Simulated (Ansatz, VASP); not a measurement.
# Cross-check of CuF2 (CuF2 monolayer) between VASP and Ansatz, part 2 of 2

One calculation is typed for both programs; each brings its own data sets. How far apart do they land? The cell is taken from a series of runs on this material, whose earlier steps may have relaxed, scaled, displaced or heated it; both programs get it as it stands.

VASP 6.6.1 and Ansatz 0.2.0.

So far: Starting point; Ansatz: single point, r2SCAN, DFT+U.

## 3. VASP: single point, r2SCAN, DFT+U

Level of this step: r2SCAN, DFT+U (Cu d 3.9 eV), spin-polarised from a ferrimagnetic start; plane waves and PAW (Cu, F) (VASP).

The same cell, functional, mesh and smearing now go to VASP, with its own data sets.

Lines of VASP's logs that name or quote its potential files are left out, and so is its time.

The input, INCAR:

```
SYSTEM = CuF2
PREC = Accurate
ENCUT = 580
EDIFF = 1E-06
NELM = 200
ISMEAR = -1
SIGMA = 0.03
LREAL = .FALSE.
ALGO = Normal
METAGGA = R2SCAN
LASPH = .TRUE.
NBANDS = 52
ISPIN = 2
MAGMOM = 0.81 0.81 -0.8 0.08 0.08 -0.07 0.08 0 0
LDAU = .TRUE.
LDAUTYPE = 2
LDAUL = 2 -1
LDAUU = 3.9 0
LDAUJ = 0 0
LDAUPRINT = 1
LMAXMIX = 4
LORBIT = 11
LWAVE = .FALSE.
LCHARG = .FALSE.
ISIF = 2
GGA_COMPAT = .FALSE.
LMIXTAU = .TRUE.
KPAR = 2
```

The input, POSCAR:

```
CuF2
1.0
    3.7327980000      0.0000000000      0.0000000000
    0.0000000000     11.1983940000      0.0000000000
    0.0000000000      0.0000000000     15.0000000000
Cu F
3 6
Direct
    0.0000000000      0.0000000000      0.5000000000
    0.0000000000      0.3333333333      0.5000000000
    0.0000000000      0.6666666667      0.5000000000
    0.5000000000      0.0000000000      0.5000000000
    0.5000000000      0.3333333333      0.5000000000
    0.5000000000      0.6666666667      0.5000000000
    0.0000000000      0.1666666667      0.5000000000
    0.0000000000      0.5000000000      0.5000000000
    0.0000000000      0.8333333333      0.5000000000
```

The input, KPOINTS:

```
Automatic mesh
0
Gamma
7 3 1
0 0 0
```

The projector-augmented-wave data sets are Cu and F (PBE family, release 64).

Run with:

```bash
$ mpirun -np 2 vasp_std
```

Numbers of over 12 decimals in the logs are rounded to 6 here.

The log of the run:

```text
[banner, memory and clock lines left out]
running    2 mpi-ranks, on    1 nodes
 distrk:  each k-point on    1 cores,    2 groups
 distr:  one band on    1 cores,    1 groups

 POSCAR found type information on POSCAR CuF
 POSCAR found :  2 types and       9 ions
|                                                                             |
|               ----> ADVICE to this user running VASP <----                  |
|                                                                             |
|     You enforced a specific xc type in the INCAR file but a different       |
|     [... a line on the potential file left out ...]
|     I HOPE YOU KNOW WHAT YOU ARE DOING!                                     |
|                                                                             |

 LDA part: xc-table for (None), standard interpolation
 POSCAR, INCAR and KPOINTS ok, starting setup
 FFT: planning ... GRIDC
 FFT: planning ... GRID_SOFT
 FFT: planning ... GRID
 WAVECAR not read
 entering main loop
       N       E                     dE             d eps       ncg     rms          rms(c)
DAV:   1     0.840452498023E+03    0.84045E+03   -0.29795E+04  1664   0.127E+03
DAV:   2     0.103337197913E+03   -0.73712E+03   -0.65793E+03  2012   0.323E+02
DAV:   3    -0.778893897001E+02   -0.18123E+03   -0.17798E+03  2388   0.190E+02
DAV:   4    -0.881020047924E+02   -0.10213E+02   -0.10190E+02  2256   0.604E+01
DAV:   5    -0.882591523654E+02   -0.15715E+00   -0.15707E+00  2352   0.797E+00    0.180E+01
DAV:   6    -0.730388350066E+02    0.15220E+02   -0.54515E+01  2616   0.109E+02    0.639E+00
DAV:   7    -0.658070975711E+02    0.72317E+01   -0.84217E+00  2568   0.280E+01    0.454E+00
DAV:   8    -0.690718091096E+02   -0.32647E+01   -0.13623E+00  2320   0.241E+01    0.271E+00
DAV:   9    -0.644202816377E+02    0.46515E+01   -0.13937E+00  2328   0.178E+01    0.153E+00
DAV:  10    -0.644627080290E+02   -0.42426E-01   -0.37967E-01  2324   0.616E+00    0.627E-01
DAV:  11    -0.642907550945E+02    0.17195E+00   -0.76286E-02  2052   0.268E+00    0.236E-01
DAV:  12    -0.639035059448E+02    0.38725E+00   -0.55247E-02  2132   0.226E+00    0.147E-01
DAV:  13    -0.634570356845E+02    0.44647E+00   -0.10163E-01  1772   0.236E+00    0.133E-01
DAV:  14    -0.634061669230E+02    0.50869E-01   -0.13026E-01  1744   0.251E+00    0.163E-01
[...]
DAV:  27    -0.633967867883E+02   -0.31841E-02   -0.78555E-04  1664   0.216E-01    0.525E-03
DAV:  28    -0.633963816171E+02    0.40517E-03   -0.45390E-05  1680   0.596E-02    0.468E-03
DAV:  29    -0.633972629007E+02   -0.88128E-03   -0.21392E-04  1672   0.113E-01    0.303E-03
DAV:  30    -0.633983222692E+02   -0.10594E-02   -0.16954E-04  1672   0.939E-02    0.249E-03
DAV:  31    -0.633985113077E+02   -0.18904E-03   -0.31404E-05  1744   0.453E-02    0.233E-03
DAV:  32    -0.633985070760E+02    0.42317E-05   -0.29816E-05  1672   0.411E-02    0.156E-03
DAV:  33    -0.633985483841E+02   -0.41308E-04   -0.10490E-05  1552   0.296E-02    0.793E-04
DAV:  34    -0.633985484595E+02   -0.75415E-07   -0.66362E-06  1544   0.221E-02
   1 F= -.63398548E+02 E0= -.63398548E+02  d E =-.434078E-11  mag=     1.0000
```

OUTCAR, selected parts (step 3):

```text
ion  position               nearest neighbor table
   1  0.000  0.000  0.500-   4 1.87   4 1.87   9 1.87   7 1.87
   2  0.000  0.333  0.500-   7 1.87   5 1.87   5 1.87   8 1.87
   3  0.000  0.667  0.500-   9 1.87   6 1.87   6 1.87   8 1.87
   4  0.500  0.000  0.500-   1 1.87   1 1.87
   5  0.500  0.333  0.500-   2 1.87   2 1.87
   6  0.500  0.667  0.500-   3 1.87   3 1.87
   7  0.000  0.167  0.500-   2 1.87   1 1.87
   8  0.000  0.500  0.500-   2 1.87   3 1.87
   9  0.000  0.833  0.500-   3 1.87   1 1.87

  LATTYP: Found a simple orthorhombic cell.
 ALAT       =     3.7327980000
 B/A-ratio  =     3.0000000000
 C/A-ratio  =     4.0184333575

 Subroutine GETGRP returns: Found  8 space group operations
 (whereof  8 operations were pure point group operations)

The static configuration has the point symmetry D_2h.

 Found      8 irreducible k-points:

   k-points           NKPTS =      8   k-points in BZ     NKDIM =      8   number of bands    NBANDS=     52

   dimension x,y,z NGX =    30 NGY =   90 NGZ =  120
   dimension x,y,z NGXF=    60 NGYF=  180 NGZF=  240

   ENCUT  =  580.0 eV  42.63 Ry    6.53 a.u.   7.33 21.99 29.46*2*pi/ulx,y,z

   NELECT =      75.0000    total number of electrons

 k-points in reciprocal lattice and weights: Automatic mesh
   0.00000000  0.00000000  0.00000000       0.048
   0.14285714  0.00000000  0.00000000       0.095
   0.28571429  0.00000000  0.00000000       0.095
   0.42857143  0.00000000  0.00000000       0.095
   0.00000000  0.33333333  0.00000000       0.095
   0.14285714  0.33333333  0.00000000       0.190
   0.28571429  0.33333333  0.00000000       0.190
   0.42857143  0.33333333  0.00000000       0.190

atom =   1  type =  1  l = 2

 onsite density matrix

spin component  1

  0.9884  0.0000  0.0000  0.0000  0.0000
  0.0000  0.9810  0.0000  0.0000  0.0000
  0.0000  0.0000  0.9678  0.0000 -0.0002
  0.0000  0.0000  0.0000  0.9810  0.0000
  0.0000  0.0000 -0.0002  0.0000  1.0345

spin component  2

  0.9882  0.0000  0.0000  0.0000  0.0000
  0.0000  0.9797  0.0000  0.0000  0.0000
  0.0000  0.0000  0.9596  0.0000 -0.0047
  0.0000  0.0000  0.0000  0.9797  0.0000
  0.0000  0.0000 -0.0047  0.0000  0.2057

 occupancies and eigenvectors

  o =  0.2057  v =  0.0000  0.0000  0.0000  0.0000  0.0000  0.0000  0.0000 -0.0062  0.0000 -1.0000      0.0000  0.0000  0.0000  0.0000  0.0000  0.0000  0.0000  0.0000  0.0000  0.0000
  o =  0.9596  v =  0.0000  0.0000  0.0000  0.0000  0.0000  0.0000  0.0000  1.0000  0.0000 -0.0062      0.0000  0.0000  0.0000  0.0000  0.0000  0.0000  0.0000  0.0000  0.0000  0.0000
  o =  0.9678  v =  0.0000  0.0000 -1.0000  0.0000 -0.0031  0.0000  0.0000  0.0000  0.0000  0.0000      0.0000  0.0000  0.0000  0.0000  0.0000  0.0000  0.0000  0.0000  0.0000  0.0000
  o =  0.9797  v =  0.0000  0.0000  0.0000  0.0000  0.0000  0.0000  1.0000  0.0000  0.0000  0.0000      0.0000  0.0000  0.0000  0.0000  0.0000  0.0000  0.0000  0.0000  0.0000  0.0000
  o =  0.9797  v =  0.0000  0.0000  0.0000  0.0000  0.0000  0.0000  0.0000 -0.0000  1.0000  0.0000      0.0000  0.0000  0.0000  0.0000  0.0000  0.0000  0.0000  0.0000  0.0000  0.0000
  o =  0.9810  v =  0.0000  0.0000  0.0000  1.0000  0.0000  0.0000  0.0000  0.0000  0.0000  0.0000      0.0000  0.0000  0.0000  0.0000  0.0000  0.0000  0.0000  0.0000  0.0000  0.0000
  o =  0.9810  v =  0.0000  1.0000  0.0000  0.0000  0.0000  0.0000  0.0000  0.0000  0.0000  0.0000      0.0000  0.0000  0.0000  0.0000  0.0000  0.0000  0.0000  0.0000  0.0000  0.0000
  o =  0.9882  v =  0.0000  0.0000  0.0000  0.0000  0.0000  1.0000  0.0000  0.0000  0.0000  0.0000      0.0000  0.0000  0.0000  0.0000  0.0000  0.0000  0.0000  0.0000  0.0000  0.0000
  o =  0.9884  v =  1.0000  0.0000  0.0000  0.0000  0.0000  0.0000  0.0000  0.0000  0.0000  0.0000      0.0000  0.0000  0.0000  0.0000  0.0000  0.0000  0.0000  0.0000  0.0000  0.0000
  o =  1.0345  v =  0.0000  0.0000 -0.0031  0.0000  1.0000  0.0000  0.0000  0.0000  0.0000  0.0000      0.0000  0.0000  0.0000  0.0000  0.0000  0.0000  0.0000  0.0000  0.0000  0.0000

atom =   2  type =  1  l = 2

 onsite density matrix

spin component  1

spin component  2

 occupancies and eigenvectors

  o =  0.2057  v =  0.0000  0.0000  0.0000  0.0000  0.0000  0.0000  0.0000 -0.0062  0.0000 -1.0000      0.0000  0.0000  0.0000  0.0000  0.0000  0.0000  0.0000  0.0000  0.0000  0.0000
  o =  0.9596  v =  0.0000  0.0000  0.0000  0.0000  0.0000  0.0000  0.0000 -1.0000  0.0000  0.0062      0.0000  0.0000  0.0000  0.0000  0.0000  0.0000  0.0000  0.0000  0.0000  0.0000
[...]
o =  0.9796  v =  0.0000  0.0000  0.0000  1.0000  0.0000  0.0000  0.0000  0.0000  0.0000  0.0000      0.0000  0.0000  0.0000  0.0000  0.0000  0.0000  0.0000  0.0000  0.0000  0.0000
  o =  0.9809  v =  0.0000  0.0000  0.0000  0.0000  0.0000  0.0000  0.0000  0.0000 -1.0000 -0.0000      0.0000  0.0000  0.0000  0.0000  0.0000  0.0000  0.0000  0.0000  0.0000  0.0000
  o =  0.9810  v =  0.0000  0.0000  0.0000  0.0000  0.0000  0.0000  1.0000  0.0000  0.0000  0.0000      0.0000  0.0000  0.0000  0.0000  0.0000  0.0000  0.0000  0.0000  0.0000  0.0000
  o =  0.9881  v =  1.0000  0.0000  0.0000  0.0000  0.0000  0.0000  0.0000  0.0000  0.0000  0.0000      0.0000  0.0000  0.0000  0.0000  0.0000  0.0000  0.0000  0.0000  0.0000  0.0000
  o =  0.9884  v =  0.0000  0.0000  0.0000  0.0000  0.0000  1.0000  0.0000  0.0000  0.0000  0.0000      0.0000  0.0000  0.0000  0.0000  0.0000  0.0000  0.0000  0.0000  0.0000  0.0000
  o =  1.0314  v =  0.0000  0.0000  0.0000  0.0000  0.0000  0.0000  0.0000  0.0068  0.0000 -1.0000      0.0000  0.0000  0.0000  0.0000  0.0000  0.0000  0.0000  0.0000  0.0000  0.0000

 average (electrostatic) potential at core
       1 -81.6235       2 -81.6235       3 -81.6151       4 -87.4051       5 -87.4051
       6 -87.4369       7 -87.3703       8 -87.4618       9 -87.4618

 E-fermi :  -5.4071

 spin component 1
 k-point     1 :       0.0000    0.0000    0.0000
  band No.  band energies     occupation
    ...
     34      -7.5970      1.00000
     35      -7.4307      1.00000
     36      -7.3011      1.00000
     37      -7.2995      1.00000
     38      -7.2658      1.00000
     39      -3.3496      0.00000
     40      -0.7186      0.00000
     41       0.8838      0.00000
     42       0.9755      0.00000
     43       1.0151      0.00000
    ...

 k-point     2 :       0.1429    0.0000    0.0000
  band No.  band energies     occupation
    ...
     34      -7.5134      1.00000
     35      -7.4140      1.00000
     36      -7.2993      1.00000
     37      -7.2623      1.00000
     38      -7.1529      1.00000
     39      -3.0245      0.00000
     40      -0.3707      0.00000
     41       1.1230      0.00000
     42       1.1908      0.00000
     43       1.1964      0.00000
    ...

 k-point     3 :       0.2857    0.0000    0.0000
  band No.  band energies     occupation
    ...
     34      -7.3400      1.00000
     35      -7.2552      1.00000
     36      -7.2543      1.00000
     37      -7.1926      1.00000
     38      -6.5623      1.00000
     39      -2.4299      0.00000
     40       0.5509      0.00000
     41       1.6960      0.00000
     42       1.8236      0.00000
     43       1.8740      0.00000
    ...

 k-point     4 :       0.4286    0.0000    0.0000
  band No.  band energies     occupation
    ...
     34      -7.2198      1.00000
     35      -7.0533      1.00000
     36      -7.0515      1.00000
     37      -6.9764      1.00000
     38      -6.1142      1.00000
     39      -2.0558      0.00000
     40       1.7041      0.00000
     41       2.3899      0.00000
     42       2.7879      0.00000
     43       2.8178      0.00000
    ...

 k-point     5 :       0.0000    0.3333    0.0000
  band No.  band energies     occupation
    ...
     34      -7.5999      1.00000
     35      -7.5550      1.00000
     36      -7.4318      1.00000
     37      -7.2184      1.00000
     38      -7.1770      1.00000
     39      -3.3455      0.00000
     40      -0.5068      0.00000
     41       0.0850      0.00000
     42       1.1217      0.00000
     43       1.4350      0.00000
    ...

 k-point     6 :       0.1429    0.3333    0.0000
  band No.  band energies     occupation
    ...
     34      -7.5600      1.00000
     35      -7.4171      1.00000
     36      -7.2831      1.00000
     37      -7.1887      1.00000
     38      -7.1736      1.00000
     39      -3.0214      0.00000
     40      -0.1834      0.00000
     41       0.3570      0.00000
     42       1.2946      0.00000
     43       1.5979      0.00000
    ...

  Total       -0.8008440     -0.8255841     -0.2885425      0.0000000      0.0000000      0.0000000
  in kB       -2.0463364     -2.1095529     -0.7372908      0.0000000      0.0000000      0.0000000
  external PRESSURE =      -1.6310601 kB  Pullay stress =       0.0000000 kB

  energy-cutoff  :      580.00
  volume of cell :      627.02
      direct lattice vectors                 reciprocal lattice vectors
     3.732798000  0.000000000  0.000000000     0.267895557  0.000000000  0.000000000
     0.000000000 11.198394000  0.000000000     0.000000000  0.089298519  0.000000000
     0.000000000  0.000000000 15.000000000     0.000000000  0.000000000  0.066666667

 POSITION                                       TOTAL-FORCE (eV/Angst)
 -----------------------------------------------------------------------------------
      0.00000      0.00000      7.50000         0.000000     -0.052049      0.000000
      0.00000      3.73280      7.50000         0.000000      0.052049      0.000000
      0.00000      7.46560      7.50000         0.000000      0.000000      0.000000
      1.86640      0.00000      7.50000         0.000000     -0.021374      0.000000
      1.86640      3.73280      7.50000         0.000000      0.021374      0.000000
      1.86640      7.46560      7.50000         0.000000      0.000000      0.000000
      0.00000      1.86640      7.50000         0.000000      0.000000      0.000000
      0.00000      5.59920      7.50000         0.000000     -0.013648      0.000000
      0.00000      9.33199      7.50000         0.000000      0.013648      0.000000
 -----------------------------------------------------------------------------------
    total drift:                                0.000000     -0.000002      0.000000

  FREE ENERGIE OF THE ION-ELECTRON SYSTEM (eV)
  ---------------------------------------------------
  free  energy   TOTEN  =       -63.3985484595 eV

  energy  without entropy=      -63.3985484595  energy(sigma->0) =      -63.39854846

 total charge
# of ion       s       p       d       tot
------------------------------------------
    1        0.319   0.367   9.047   9.733
    2        0.319   0.367   9.047   9.733
    3        0.319   0.366   9.051   9.736
    4        1.729   4.408   0.000   6.138
    5        1.729   4.408   0.000   6.138
    6        1.729   4.407   0.000   6.137
    7        1.730   4.409   0.000   6.139
    8        1.731   4.404   0.000   6.135
    9        1.731   4.404   0.000   6.135
--------------------------------------------------
tot         11.337  27.541  27.144  66.021

 magnetization (x)
# of ion       s       p       d       tot
------------------------------------------
    1        0.002   0.005   0.840   0.847
    2        0.002   0.005   0.840   0.847
    3        0.002  -0.000  -0.829  -0.828
    4        0.005   0.063   0.000   0.069
    5        0.005   0.063   0.000   0.069
    6       -0.005  -0.060   0.000  -0.066
    7        0.006   0.064   0.000   0.070
    8        0.000   0.001   0.000   0.001
    9        0.000   0.001   0.000   0.001
--------------------------------------------------
tot          0.018   0.141   0.850   1.009

[... 6 further parts left out ...]
```

## 4. Comparison

Known differences besides the potentials themselves: VASP starts from the moments at which Ansatz ended; U acts on the PAW sphere in VASP and on atomic orbitals in Ansatz, so only states and trends compare; VASP keeps PBE cores, Ansatz makes them for the functional; the data sets hold 99 valence electrons in Ansatz (on its default PAW (the set named soft_2) files) and 75 in VASP; the cutoff is 500 eV in Ansatz and 580 eV in VASP; site moments are counted in spheres of each program's own size. Total energies have different zeros and are not compared.

The two programs side by side:

| quantity | Ansatz | VASP | difference |
| --- | --- | --- | --- |
| gap on the k mesh (eV) | 2.230 | 2.596 | -0.366 |
| total moment (μB) | 1.00 | 1.00 | 0.00 |
| moment on Cu1 (μB) | 0.81 | 0.85 | -0.03 |
| moment on Cu2 (μB) | 0.81 | 0.85 | -0.03 |
| moment on Cu3 (μB) | -0.80 | -0.83 | +0.03 |
| moment on F7 (μB) | 0.08 | 0.07 | +0.01 |
| moment on F4 (μB) | 0.07 | 0.07 | +0.01 |
| moment on F5 (μB) | 0.07 | 0.07 | +0.01 |
| moment on F6 (μB) | -0.07 | -0.07 | -0.01 |

A gap on the mesh is an upper bound, since the band edges may lie between its points. Where the cell holds vacuum, a pressure given here is an average over it and none of the material.

## 5. Further runs

Further runs change the set-up of one program: Ansatz's method, potentials or start, or VASP's data sets, cutoff or form of LDA. The table gives Ansatz less VASP for each quantity, since a change that brings one quantity closer may part another.

| run | gap on the k mesh (eV) | total moment (μB) |
| --- | --- | --- |
| as above | -0.37 | 0 |
| VASP with the data sets Cu_sv_GW and F and a cutoff of 670 eV | -0.67 | 0 |

## 6. Summary of results

| Property | Result |
| --- | --- |
| difference in gap on the k mesh (single point, r2SCAN, DFT+U) | -0.37 eV |

In words: The difference in gap on the k mesh is -0.37 eV (single point, r2SCAN, DFT+U). The data sets hold unlike numbers of valence electrons (99 in Ansatz and 75 in VASP), so part of the differences may come from the potentials. Single point, r2SCAN, DFT+U, VASP with the data sets Cu_sv_GW and F and a cutoff of 670 eV: the difference in gap on the k mesh goes from -0.37 to -0.67 eV. How closely two codes agree says nothing of how well the functional describes the real material.

[Lines on the potential files, build, host, timing and source positions are cut from VASP's logs without a mark.]

[Logs are printed without paths, hosts, clocks, repeated set-up lines and the standing remarks that a program may print on its own settings, such as how far it seeks lower states.]

[Hosts, paths, dates, database ids (printed as entryN), source tags and the programs' standing remarks are cut or masked in the printed files.]
